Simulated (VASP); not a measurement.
A convergence study with VASP on TiS₂ (space group P-3m1): one setting is varied, all else stays as given below, so the limit is that of these other settings.

```xyz
3
Lattice="1.6965 -2.9384 0.0000 1.6965 2.9384 0.0000 0.0000 0.0000 5.6715" Properties=species:S:1:pos:R:3 pbc="T T T"
Ti     0.0000     0.0000     0.0000
S      1.6965     0.9795     1.4179
S      1.6965    -0.9795     4.2536
```

Method: PBEsol GGA, VASP's PBE PAW potentials (set 64) (plane waves; VASP). The tightest run used: 300 eV cut-off, 13×13×7 Γ-centred mesh, Fermi-Dirac smearing of 0.10 eV, potentials Ti_sv S.

Task: The settings run are 3×3×2 mesh; 4×4×2 mesh; 5×5×3 mesh; 6×6×3 mesh; 7×7×4 mesh; 9×9×5 mesh; 11×11×6 mesh; 13×13×7 mesh. From which on does the highest Γ mode stay within 5 cm⁻¹ of the tightest run?

Result: From 4×4×2 mesh on: it is off by 0.9 there and by no more than 5 in any finer run, while 3×3×2 mesh is off by 18.6.
```tsv
setting	highest Γ mode (cm⁻¹)	irreducible k-points	difference judged (cm⁻¹)
3×3×2 mesh	346.1	6	18.6
4×4×2 mesh	363.7	8	0.9
5×5×3 mesh	360.8	12	3.8
6×6×3 mesh	363.0	17	1.7
7×7×4 mesh	364.7	28	0.0
9×9×5 mesh	365.9	50	1.2
11×11×6 mesh	364.9	84	0.2
13×13×7 mesh	364.7	126	0.0
```

Left out are rungs that failed or repeat a setting and relaxations that didn't move; long series are thinned to 24 rows.

The structure is a typed TiS2 crystal (space group no. 164). The cell was not relaxed at this level.
